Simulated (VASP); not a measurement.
Output of a VASP run:

**OSZICAR**
```
...
       N       E                     dE             d eps       ncg     rms          rms(c)
DAV:   1    -0.267617210489E+02   -0.19799E+02   -0.37940E+02   964   0.340E+02    0.495E+01
DAV:   2    -0.148275875161E+01    0.25279E+02   -0.95223E+01   829   0.379E+02    0.105E+01
DAV:   3    -0.533807462666E+00    0.94895E+00   -0.58534E+00   789   0.252E+01    0.830E+00
DAV:   4    -0.184994461823E+00    0.34881E+00   -0.13694E+00   799   0.130E+01    0.374E+00
DAV:   5    -0.202248799445E+00   -0.17254E-01   -0.10770E-01   968   0.335E+00    0.198E+00
DAV:   6    -0.205772325169E+00   -0.35235E-02   -0.22710E-02  1114   0.240E+00    0.482E-01
DAV:   7    -0.205489813199E+00    0.28251E-03   -0.23256E-03  1141   0.104E+00    0.255E-01
DAV:   8    -0.205525748196E+00   -0.35935E-04   -0.15164E-04   889   0.125E-01    0.666E-02
DAV:   9    -0.205494842613E+00    0.30906E-04   -0.56431E-05   939   0.210E-01    0.276E-02
DAV:  10    -0.205495215135E+00   -0.37252E-06   -0.37391E-06   814   0.180E-02
   2 F= 0.95187974E+01 E0= 0.95192876E+01  d E =0.261481E+01
       N       E                     dE             d eps       ncg     rms          rms(c)
DAV:   1    -0.178796254751E+02   -0.17674E+02   -0.39193E+02   959   0.634E+02    0.351E+01
DAV:   2    -0.862959764265E+01    0.92500E+01   -0.25481E+01   952   0.104E+02    0.833E+00
DAV:   3    -0.647974655757E+01    0.21499E+01   -0.55907E+00  1073   0.490E+01    0.136E+01
DAV:   4    -0.638716177737E+01    0.92585E-01   -0.86323E-01   972   0.154E+01    0.362E+00
DAV:   5    -0.622417390751E+01    0.16299E+00   -0.59411E-01   924   0.207E+01    0.444E+00
DAV:   6    -0.622432351918E+01   -0.14961E-03   -0.35499E-02   794   0.160E+00    0.484E-01
DAV:   7    -0.622380949243E+01    0.51403E-03   -0.18983E-03  1106   0.402E-01    0.390E-01
DAV:   8    -0.622253703866E+01    0.12725E-02   -0.13123E-03  1141   0.507E-01    0.514E-01
DAV:   9    -0.622247111224E+01    0.65926E-04   -0.24291E-04   962   0.383E-01    0.381E-01
DAV:  10    -0.622247181596E+01   -0.70372E-06   -0.70767E-06   929   0.269E-02
   3 F= 0.67238448E+01 E0= 0.67238448E+01  d E =-.180143E+00
       N       E                     dE             d eps       ncg     rms          rms(c)
DAV:   1    -0.615187070269E+01    0.70600E-01   -0.14964E-01   954   0.935E+00    0.484E-01
DAV:   2    -0.614642540463E+01    0.54453E-02   -0.11771E-02   939   0.314E+00    0.237E-01
DAV:   3    -0.614555202015E+01    0.87338E-03   -0.21548E-03  1043   0.120E+00    0.196E-01
DAV:   4    -0.614549843479E+01    0.53585E-04   -0.21466E-04   834   0.140E-01    0.513E-02
DAV:   5    -0.614549612520E+01    0.23096E-05   -0.14205E-05  1089   0.958E-02    0.367E-02
DAV:   6    -0.614549528407E+01    0.84113E-06   -0.25207E-06   700   0.221E-02
   4 F= 0.67215953E+01 E0= 0.67215953E+01  d E =-.182393E+00
       N       E                     dE             d eps       ncg     rms          rms(c)
DAV:   1    -0.610606441955E+01    0.39432E-01   -0.41442E-02   964   0.495E+00    0.291E-01
DAV:   2    -0.610452707625E+01    0.15373E-02   -0.33722E-03   949   0.167E+00    0.926E-02
DAV:   3    -0.610429188435E+01    0.23519E-03   -0.61755E-04  1043   0.643E-01    0.617E-02
DAV:   4    -0.610428480283E+01    0.70815E-05   -0.34820E-05   809   0.612E-02    0.416E-02
DAV:   5    -0.610427815118E+01    0.66517E-05   -0.58717E-06   942   0.294E-02    0.175E-02
DAV:   6    -0.610427766178E+01    0.48939E-06   -0.61409E-07   407   0.951E-03
   5 F= 0.67213571E+01 E0= 0.67213572E+01  d E =-.182631E+00
```

### OUTCAR
```
------------------------ aborting loop because EDIFF is reached ----------------------------------------
  FORCE on cell =-STRESS in cart. coord.  units (eV):
  Direction    XX          YY          ZZ          XY          YZ          ZX
  --------------------------------------------------------------------------------------
  Total       12.8572476     12.8572476     12.8572476      0.0000000      0.0000000      0.0000000
  in kB      451.1091668    451.1091668    451.1091668      0.0000000      0.0000000      0.0000000
  external PRESSURE =       1.1091668 kB  Pullay stress =     450.0000000 kB
  volume of cell :       45.66
      direct lattice vectors                 reciprocal lattice vectors
     0.000000000  2.836932358  2.836932358    -0.176246712  0.176246712  0.176246712
     2.836932358  0.000000000  2.836932358     0.176246712 -0.176246712  0.176246712
     2.836932358  2.836932358 -0.000000000     0.176246712  0.176246712 -0.176246712
  FREE ENERGIE OF THE ION-ELECTRON SYSTEM (eV)
  ---------------------------------------------------
  free  energy   TOTEN  =        -6.1042776618 eV

  energy  without entropy=       -6.1042775345  energy(sigma->0) =       -6.10427760
  enthalpy is  TOTEN    =         6.7213571419 eV   P V=       12.8256348037

 reached required accuracy - stopping structural energy minimisation
```
(Selected blocks of OUTCAR.)

### POSCAR
```
InSb
1
   -0.0000000000     2.9117123304     2.9117123304
    2.9117123304    -0.0000000000     2.9117123304
    2.9117123304     2.9117123304    -0.0000000000
In Sb
1 1
Direct
  0.0000000000   0.0000000000   0.0000000000
  0.2500000000   0.2500000000   0.2500000000
```

Problem. Write an INCAR and KPOINTS that could have produced this output.

Solution. This is not unique; one that fits is the input of the run itself, LDA (Ceperley-Alder, Perdew-Zunger), plane waves, VASP's LDA PAW potentials (set 64).

**INCAR**
```
# general
SYSTEM  = InSb
PREC    = Accurate
ENCUT   = 500   # plane-wave cut-off (eV)
LREAL   = .FALSE.   # projection in real space or not
LASPH   = .TRUE.   # aspherical one-centre terms

# electronic loop
EDIFF   = 1E-6
NELM    = 100   # most electronic steps
ALGO    = Normal   # blocked Davidson
LMAXMIX = 4   # l cut-off of mixed one-centre charges

# smearing
ISMEAR  = 0   # Gaussian
SIGMA   = 0.05

# ions
IBRION  = 2
NSW     = 40
ISIF    = 3
EDIFFG  = -0.02
PSTRESS = 450

# output
LWAVE   = .FALSE.
LCHARG  = .FALSE.
```

File KPOINTS:
```
Automatic
0
G
  8 8 8
0 0 0
```

POTCAR, in this order: In_d Sb (LDA.64 set). Program: vasp_std.

Energy and stress use the plane-wave basis of the starting cell.

The compound is InSb in the zinc blende structure. This run relaxes it under an external pressure of 45 GPa. Symmetry was kept, so distortions that lower it aren't found.
